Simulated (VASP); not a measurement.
A convergence study with VASP on Nb (bcc): one setting is varied, all else stays as given below, so the limit is that of these other settings.

```xyz
1
Lattice="-1.6500 1.6500 1.6500 1.6500 -1.6500 1.6500 1.6500 1.6500 -1.6500" Properties=species:S:1:pos:R:3 pbc="T T T"
Nb     0.0000     0.0000     0.0000
```

Calculation: PBE GGA, VASP's PBE PAW potentials (set 64) (plane waves; VASP). The tightest run used: 550 eV cut-off, 25×25×25 Γ-centred mesh, tetrahedra with Blöchl corrections, potentials Nb_sv.

Question: The settings run are 3×3×3 mesh; 4×4×4 mesh; 5×5×5 mesh; 6×6×6 mesh; 7×7×7 mesh; 8×8×8 mesh; 9×9×9 mesh; 10×10×10 mesh; 11×11×11 mesh; 12×12×12 mesh; 13×13×13 mesh; 14×14×14 mesh; 15×15×15 mesh; 16×16×16 mesh; 17×17×17 mesh; 18×18×18 mesh; 19×19×19 mesh; 20×20×20 mesh; 21×21×21 mesh; 22×22×22 mesh; 23×23×23 mesh; 24×24×24 mesh; 25×25×25 mesh. From which on does the stress (every component) stay within 0.5 GPa of the tightest run?

Answer: From 9×9×9 mesh on: it is off by 0.31 there and by no more than 0.5 in any finer run, while 8×8×8 mesh is off by 0.74.
```json
[
 {"setting": "3×3×3 mesh", "E (eV/atom)": "-10.4834", "pressure (GPa)": "-0.43", "irreducible k-points": "4", "difference judged (GPa)": "1.68"},
 {"setting": "4×4×4 mesh", "E (eV/atom)": "-10.3242", "pressure (GPa)": "1.74", "irreducible k-points": "8", "difference judged (GPa)": "0.49"},
 {"setting": "5×5×5 mesh", "E (eV/atom)": "-10.2984", "pressure (GPa)": "-0.77", "irreducible k-points": "10", "difference judged (GPa)": "2.01"},
 {"setting": "6×6×6 mesh", "E (eV/atom)": "-10.2902", "pressure (GPa)": "-1.22", "irreducible k-points": "16", "difference judged (GPa)": "2.46"},
 {"setting": "7×7×7 mesh", "E (eV/atom)": "-10.2763", "pressure (GPa)": "0.42", "irreducible k-points": "20", "difference judged (GPa)": "0.83"},
 {"setting": "8×8×8 mesh", "E (eV/atom)": "-10.2516", "pressure (GPa)": "0.51", "irreducible k-points": "29", "difference judged (GPa)": "0.74"},
 {"setting": "9×9×9 mesh", "E (eV/atom)": "-10.2260", "pressure (GPa)": "0.94", "irreducible k-points": "35", "difference judged (GPa)": "0.31"},
 {"setting": "10×10×10 mesh", "E (eV/atom)": "-10.2139", "pressure (GPa)": "1.32", "irreducible k-points": "47", "difference judged (GPa)": "0.07"},
 {"setting": "11×11×11 mesh", "E (eV/atom)": "-10.2230", "pressure (GPa)": "1.27", "irreducible k-points": "56", "difference judged (GPa)": "0.02"},
 {"setting": "12×12×12 mesh", "E (eV/atom)": "-10.2233", "pressure (GPa)": "1.10", "irreducible k-points": "72", "difference judged (GPa)": "0.15"},
 {"setting": "13×13×13 mesh", "E (eV/atom)": "-10.2194", "pressure (GPa)": "1.12", "irreducible k-points": "84", "difference judged (GPa)": "0.13"},
 {"setting": "14×14×14 mesh", "E (eV/atom)": "-10.2169", "pressure (GPa)": "1.24", "irreducible k-points": "104", "difference judged (GPa)": "0.01"},
 {"setting": "15×15×15 mesh", "E (eV/atom)": "-10.2169", "pressure (GPa)": "1.28", "irreducible k-points": "120", "difference judged (GPa)": "0.03"},
 {"setting": "16×16×16 mesh", "E (eV/atom)": "-10.2169", "pressure (GPa)": "1.23", "irreducible k-points": "145", "difference judged (GPa)": "0.02"},
 {"setting": "17×17×17 mesh", "E (eV/atom)": "-10.2167", "pressure (GPa)": "1.22", "irreducible k-points": "165", "difference judged (GPa)": "0.03"},
 {"setting": "18×18×18 mesh", "E (eV/atom)": "-10.2163", "pressure (GPa)": "1.24", "irreducible k-points": "195", "difference judged (GPa)": "0.01"},
 {"setting": "19×19×19 mesh", "E (eV/atom)": "-10.2158", "pressure (GPa)": "1.25", "irreducible k-points": "220", "difference judged (GPa)": "0.00"},
 {"setting": "20×20×20 mesh", "E (eV/atom)": "-10.2157", "pressure (GPa)": "1.24", "irreducible k-points": "256", "difference judged (GPa)": "0.01"},
 {"setting": "21×21×21 mesh", "E (eV/atom)": "-10.2158", "pressure (GPa)": "1.25", "irreducible k-points": "286", "difference judged (GPa)": "0.00"},
 {"setting": "22×22×22 mesh", "E (eV/atom)": "-10.2159", "pressure (GPa)": "1.25", "irreducible k-points": "328", "difference judged (GPa)": "0.00"},
 {"setting": "23×23×23 mesh", "E (eV/atom)": "-10.2157", "pressure (GPa)": "1.23", "irreducible k-points": "364", "difference judged (GPa)": "0.01"},
 {"setting": "24×24×24 mesh", "E (eV/atom)": "-10.2157", "pressure (GPa)": "1.24", "irreducible k-points": "413", "difference judged (GPa)": "0.01"},
 {"setting": "25×25×25 mesh", "E (eV/atom)": "-10.2157", "pressure (GPa)": "1.25", "irreducible k-points": "455", "difference judged (GPa)": "0.00"}
]
```

Left out are rungs that failed or repeat a setting and relaxations that didn't move; long series are thinned to 24 rows.

The compound is Nb in the bcc structure. The cell was not relaxed at this level.
